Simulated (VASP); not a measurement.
An input for Ansatz (written as the equivalent of a VASP run, and not itself run):

Ansatz 0.2 input:
```yaml
crystal:
  lattice:
    - [3.4629640, 0.0000000, 0.0000000]
    - [0.0000000, 3.4629640, 0.0000000]
    - [0.0000000, 0.0000000, 3.4629640]
  atoms:
    - { symbol: Si, position: [0.0000000, 0.0000000, 0.0000000] }
    - { symbol: Ni, position: [0.0000000, 0.5000000, 0.5000000] }
    - { symbol: Ni, position: [0.5000000, 0.0000000, 0.5000000] }
    - { symbol: Ni, position: [0.5000000, 0.5000000, 0.0000000] }
kpoints:
  mp_grid: { grid: [8, 8, 8] }
hamiltonian:
  xc: r2scan
  pseudopotentials: { kind: paw }
scf:
  occupations: { method: methfessel_paxton, width: 0.1 }
  max_iter: 100
relax:
  max_steps: 60
  f_tol: 0.02
  cell: {}
output: { forces: true, stress: true, eigenvalues: true }
```

Task: Write the VASP files for the same calculation (r2SCAN).

Result: Several could match; the one computed here: 
POSCAR:
```
Ni3Si
1
    3.4629639637     0.0000000000    -0.0000000000
    0.0000000000     3.4629639637    -0.0000000000
    0.0000000000    -0.0000000000     3.4629639637
Si Ni
1 3
Direct
  0.0000000000   0.0000000000   0.0000000000
  0.0000000000   0.5000000000   0.5000000000
  0.5000000000   0.0000000000   0.5000000000
  0.5000000000   0.5000000000   0.0000000000
```

**KPOINTS**
```
kpoints
0
gamma
 8 8 8
```

**INCAR**
```
! general
SYSTEM   =  Ni3Si
PREC     =  Accurate
ENCUT    =  480   ! plane-wave cut-off (eV)
LREAL    =  .False.
LASPH    =  .True.   ! aspherical one-centre terms

! electronic loop
EDIFF    =  1E-6   ! SCF stop (eV)
NELM     =  100   ! most electronic steps
ALGO     =  Normal   ! blocked Davidson
LMAXMIX  =  4   ! l cut-off of mixed one-centre charges
LMIXTAU  =  .True.

! smearing
ISMEAR   =  1   ! Methfessel-Paxton
SIGMA    =  0.1   ! width (eV)

! functional
METAGGA  =  R2SCAN

! ions
IBRION   =  2   ! conjugate gradients
NSW      =  60   ! most ionic steps
ISIF     =  3
EDIFFG   =  -0.02   ! ionic stop

! output
LWAVE    =  .False.
LCHARG   =  .False.
```

POTCAR, in this order: Si Ni (PBE.64 set). Program: vasp_std.

What does not carry over: each code has its own PAW files, so the cut-off isn't converted (ENCUT is set for VASP's; basis.ecutwfc is left out, and Ansatz then takes the one that its files recommend); Ansatz stops its SCF on the density residual and VASP on the energy change (EDIFF).

The compound is Ni3Si in the L1_2 structure. This run relaxes it. Symmetry was kept, so distortions that lower it aren't found. The start is the result of an earlier pass.
